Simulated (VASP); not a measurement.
Consider the following.

```xyz
2
Lattice="0.0000 2.4524 2.4524 2.4524 0.0000 2.4524 2.4524 2.4524 0.0000" Properties=species:S:1:pos:R:3 pbc="T T T"
Y      0.0000     0.0000     0.0000
N      2.4524     2.4524     2.4524
```

These are B3LYP hybrid, VASP's PBE PAW potentials (set 64) (plane waves; VASP) values and carry that method's errors. Run with 520 eV cut-off, 8×8×8 Γ-centred mesh, Gaussian smearing of 0.050 eV, potentials Y_sv N.

Give the stress tensor in GPa (positive for a compressed cell).

```
1.89  0.00  0.00
0.00  1.89  0.00
0.00  0.00  1.89
```
The pressure is its mean diagonal, 1.89 GPa.

The compound is YN in the rock salt structure. It was relaxed first. The cell's shape comes from a PBE relaxation.
